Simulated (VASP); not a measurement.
Output of a VASP run:

**OSZICAR**
```
       N       E                     dE             d eps       ncg     rms          rms(c)
DAV:   1     0.926939055441E+02    0.92694E+02   -0.83002E+03    26   0.144E+03
DAV:   2     0.784226659826E+01   -0.84852E+02   -0.78369E+02    36   0.245E+02
DAV:   3     0.302538218337E+01   -0.48169E+01   -0.48087E+01    26   0.583E+01
DAV:   4     0.296890887967E+01   -0.56473E-01   -0.56463E-01    31   0.790E+00
DAV:   5     0.296803080136E+01   -0.87808E-03   -0.87808E-03    26   0.893E-01    0.154E+01
DAV:   6     0.552749831507E+01    0.25595E+01   -0.37466E+00    39   0.518E+01    0.133E+01
DAV:   7     0.580023891916E+01    0.27274E+00   -0.18512E+00    26   0.125E+01    0.829E+00
DAV:   8     0.576195078110E+01   -0.38288E-01   -0.12020E-01    26   0.652E+00    0.281E+00
DAV:   9     0.576196841600E+01    0.17635E-04   -0.41069E-02    39   0.479E+00    0.423E-01
DAV:  10     0.576226708660E+01    0.29867E-03   -0.52438E-03    39   0.175E+00    0.489E-01
DAV:  11     0.576210138977E+01   -0.16570E-03   -0.53814E-04    26   0.260E-01    0.116E-01
DAV:  12     0.576210301855E+01    0.16288E-05   -0.22635E-05    34   0.670E-02    0.185E-02
DAV:  13     0.576210157218E+01   -0.14464E-05   -0.30860E-06    26   0.193E-02    0.805E-03
DAV:  14     0.576210135810E+01   -0.21408E-06   -0.20600E-07    18   0.102E-02
   1 F= 0.57621014E+01 E0= 0.57621014E+01  d E =-.507081E-16
```

File OUTCAR:
```
------------------------ aborting loop because EDIFF is reached ----------------------------------------
  FORCE on cell =-STRESS in cart. coord.  units (eV):
  Direction    XX          YY          ZZ          XY          YZ          ZX
  --------------------------------------------------------------------------------------
  Total       12.7468649     12.7468649     12.7468649     -0.0000000     -0.0000000      0.0000000
  in kB      515.9197577    515.9197577    515.9197577     -0.0000000     -0.0000000      0.0000000
  external PRESSURE =     515.9197577 kB  Pullay stress =       0.0000000 kB
  volume of cell :       39.59
      direct lattice vectors                 reciprocal lattice vectors
     0.000000000  2.705000000  2.705000000    -0.184842884  0.184842884  0.184842884
     2.705000000  0.000000000  2.705000000     0.184842884 -0.184842884  0.184842884
     2.705000000  2.705000000  0.000000000     0.184842884  0.184842884 -0.184842884
  FREE ENERGIE OF THE ION-ELECTRON SYSTEM (eV)
  ---------------------------------------------------
  free  energy   TOTEN  =         5.7621013581 eV

  energy  without entropy=        5.7621013581  energy(sigma->0) =        5.76210136
```
(Selected blocks of OUTCAR.)

POSCAR:
```
ZnS
1
    0.0000000000     2.7050000000     2.7050000000
    2.7050000000     0.0000000000     2.7050000000
    2.7050000000     2.7050000000     0.0000000000
Zn S
1 1
Direct
  0.0000000000   0.0000000000   0.0000000000
  0.2500000000   0.2500000000   0.2500000000
```

### Question
Reconstruct the remaining input files.

### Answer
Several could match; the one computed here: the input of the run itself, PBE GGA, plane waves, VASP's PBE PAW potentials (set 64).

### KPOINTS
```
K-points
0
gamma
 1 1 1
0 0 0
```

### INCAR
```
ALGO=Normal
EDIFF=1E-6
ENCUT=400
GGA=PE
ISIF=2
ISMEAR=0
LASPH=.True.
LCHARG=.False.
LMAXMIX=4
LREAL=.False.
LWAVE=.False.
NELM=100
PREC=Accurate
SIGMA=0.05
SYSTEM=ZnS
```

POTCAR, in this order: Zn S (PBE.64 set). Program: vasp_std.

The compound is ZnS in the zinc blende structure. The cell was not relaxed at this level. The k-mesh is coarse (spacing up to 2.01 per Å, 2π included), so the numbers may not be converged in it.
